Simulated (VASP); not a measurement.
Level of theory: PBEsol GGA, VASP's PBE PAW potentials (set 64) (plane waves; VASP).

A VASP calculation is set up with these files.

### KPOINTS
```
K-points
0
gamma
 8 8 8
```

INCAR:
```
SYSTEM = TiO2
PREC = Accurate; ENCUT = 520; LREAL = F
LASPH = T
EDIFF = 1E-6; NELM = 100; ALGO = Normal
LMAXMIX = 4
ISMEAR = 0; SIGMA = 0.05
GGA = PS
IBRION = 2; NSW = 60; ISIF = 3
EDIFFG = -0.02
LWAVE = F; LCHARG = F
```

### POSCAR
```
TiO2
1
   -1.8888267328     1.8888267328     4.7684148961
    1.8888267328    -1.8888267328     4.7684148961
    1.8888267328     1.8888267328    -4.7684148961
Ti O
2 4
Direct
  0.7500000000   0.2500000000   0.5000000000
  1.0000000000   1.0000000000   1.0000000000
  0.5418180820   0.0418180820   0.5000000000
  0.7918180820   0.7918180820   0.0000000000
  0.2081819180   0.2081819180   1.0000000000
  0.9581819180   0.4581819180   0.5000000000
```

POTCAR, in this order: Ti_sv O (PBE.64 set). Program: vasp_std.

The resulting files:

**OSZICAR**
```
       N       E                     dE             d eps       ncg     rms          rms(c)
DAV:   1     0.684650111571E+03    0.68465E+03   -0.25132E+04  3304   0.200E+03
DAV:   2     0.453032085171E+02   -0.63935E+03   -0.62006E+03  3640   0.579E+02
DAV:   3    -0.669767759673E+02   -0.11228E+03   -0.10872E+03  5072   0.214E+02
DAV:   4    -0.722591658198E+02   -0.52824E+01   -0.52766E+01  4552   0.490E+01
DAV:   5    -0.724821718557E+02   -0.22301E+00   -0.22295E+00  4628   0.820E+00    0.330E+01
DAV:   6    -0.567162425682E+02    0.15766E+02   -0.11141E+02  4236   0.103E+02    0.122E+01
DAV:   7    -0.563003514162E+02    0.41589E+00   -0.15410E+01  4308   0.311E+01    0.825E+00
DAV:   8    -0.563540083024E+02   -0.53657E-01   -0.35353E+00  4208   0.183E+01    0.379E+00
DAV:   9    -0.562119826955E+02    0.14203E+00   -0.14468E+00  4472   0.111E+01    0.116E+00
DAV:  10    -0.562198019107E+02   -0.78192E-02   -0.12203E-01  4036   0.262E+00    0.359E-01
DAV:  11    -0.562176947254E+02    0.21072E-02   -0.16619E-02  4004   0.858E-01    0.597E-02
DAV:  12    -0.562178914329E+02   -0.19671E-03   -0.15356E-03  4668   0.389E-01    0.113E-01
DAV:  13    -0.562177829643E+02    0.10847E-03   -0.66812E-04  4588   0.224E-01    0.141E-02
DAV:  14    -0.562177866904E+02   -0.37261E-05   -0.23039E-05  4248   0.378E-02    0.444E-03
DAV:  15    -0.562177869861E+02   -0.29575E-06   -0.75907E-07  2304   0.914E-03
   1 F= -.56217787E+02 E0= -.56217787E+02  d E =-.562178E+02
       N       E                     dE             d eps       ncg     rms          rms(c)
DAV:   1    -0.562187254704E+02   -0.93878E-03   -0.14210E-01  3880   0.324E+00    0.294E-01
DAV:   2    -0.562180971685E+02    0.62830E-03   -0.49090E-03  4096   0.649E-01    0.133E-01
DAV:   3    -0.562178812005E+02    0.21597E-03   -0.14083E-03  4196   0.279E-01    0.290E-02
DAV:   4    -0.562178945736E+02   -0.13373E-04   -0.25189E-04  4288   0.819E-02    0.253E-02
DAV:   5    -0.562178995256E+02   -0.49520E-05   -0.11851E-05  4368   0.341E-02    0.166E-02
DAV:   6    -0.562179117923E+02   -0.12267E-04   -0.21876E-05  5736   0.262E-02    0.778E-03
DAV:   7    -0.562179133569E+02   -0.15646E-05   -0.18319E-06  2716   0.114E-02    0.224E-03
DAV:   8    -0.562179137866E+02   -0.42973E-06   -0.67532E-07  1988   0.636E-03
   2 F= -.56217914E+02 E0= -.56217914E+02  d E =-.126801E-03
       N       E                     dE             d eps       ncg     rms          rms(c)
DAV:   1    -0.562180624496E+02   -0.14909E-03   -0.16516E-02  3868   0.110E+00    0.100E-01
DAV:   2    -0.562179918672E+02    0.70582E-04   -0.57704E-04  4164   0.222E-01    0.455E-02
DAV:   3    -0.562179662904E+02    0.25577E-04   -0.16228E-04  4168   0.934E-02    0.999E-03
DAV:   4    -0.562179668871E+02   -0.59668E-06   -0.29794E-05  4152   0.280E-02    0.879E-03
DAV:   5    -0.562179670550E+02   -0.16790E-06   -0.11660E-06  2104   0.124E-02
   3 F= -.56217967E+02 E0= -.56217967E+02  d E =-.180069E-03
       N       E                     dE             d eps       ncg     rms          rms(c)
DAV:   1    -0.562179688319E+02   -0.19448E-05   -0.47031E-04  3748   0.190E-01    0.158E-02
DAV:   2    -0.562179671078E+02    0.17241E-05   -0.13510E-05  3744   0.371E-02    0.650E-03
DAV:   3    -0.562179666447E+02    0.46312E-06   -0.46313E-06  3972   0.149E-02
   4 F= -.56217967E+02 E0= -.56217967E+02  d E =-.179659E-03
```

File OUTCAR:
```
------------------------ aborting loop because EDIFF is reached ----------------------------------------
  FORCE on cell =-STRESS in cart. coord.  units (eV):
  Direction    XX          YY          ZZ          XY          YZ          ZX
  --------------------------------------------------------------------------------------
  Total        0.0115433      0.0115433      0.0888196      0.0000000      0.0000000      0.0000000
  in kB        0.2720611      0.2720611      2.0933632      0.0000000      0.0000000      0.0000000
  external PRESSURE =       0.8791618 kB  Pullay stress =       0.0000000 kB
  volume of cell :       67.98
      direct lattice vectors                 reciprocal lattice vectors
    -1.888377366  1.888377366  4.765816479     0.000000000  0.264777586  0.104913817
     1.888377366 -1.888377366  4.765816479     0.264777586  0.000000000  0.104913817
     1.888377366  1.888377366 -4.765816479     0.264777586  0.264777586  0.000000000
 POSITION                                       TOTAL-FORCE (eV/Angst)
 -----------------------------------------------------------------------------------
      0.00000      1.88838      2.38291         0.000000      0.000000     -0.000000
      0.00000      0.00000      0.00000         0.000000      0.000000      0.000000
      0.00000      1.88838      0.39989         0.000000     -0.000000      0.015685
      0.00000      0.00000      7.54861        -0.000000      0.000000      0.015685
      0.00000      0.00000      1.98302        -0.000000      0.000000     -0.015685
      0.00000      1.88838      4.36593         0.000000     -0.000000     -0.015685
 -----------------------------------------------------------------------------------
    total drift:                               -0.000000     -0.000000     -0.000000
  FREE ENERGIE OF THE ION-ELECTRON SYSTEM (eV)
  ---------------------------------------------------
  free  energy   TOTEN  =       -56.2179666447 eV

  energy  without entropy=      -56.2179666447  energy(sigma->0) =      -56.21796664

 reached required accuracy - stopping structural energy minimisation
```
(Selected blocks of OUTCAR.)

**CONTCAR**
```
TiO2
   1.00000000000000
    -1.8883773657135181    1.8883773657135181    4.7658164793057090
     1.8883773657135181   -1.8883773657135181    4.7658164793057090
     1.8883773657135181    1.8883773657135181   -4.7658164793057090
  Ti              O
     2     4
Direct
     0.7500000000000000    0.2500000000000000    0.5000000000000000
     0.0000000000000000    0.0000000000000000    0.0000000000000000
     0.5419536581409146    0.0419536581409146    0.5000000000000000
     0.7919536581409146    0.7919536581409146    0.0000000000000000
     0.2080463418590854    0.2080463418590854    0.0000000000000000
     0.9580463418590854    0.4580463418590854    0.5000000000000000
```

The compound is TiO2 in the anatase structure, one of several forms; rutile is the usual stable one. This run relaxes it. Symmetry was kept, so distortions that lower it aren't found. The start is the result of an earlier pass.
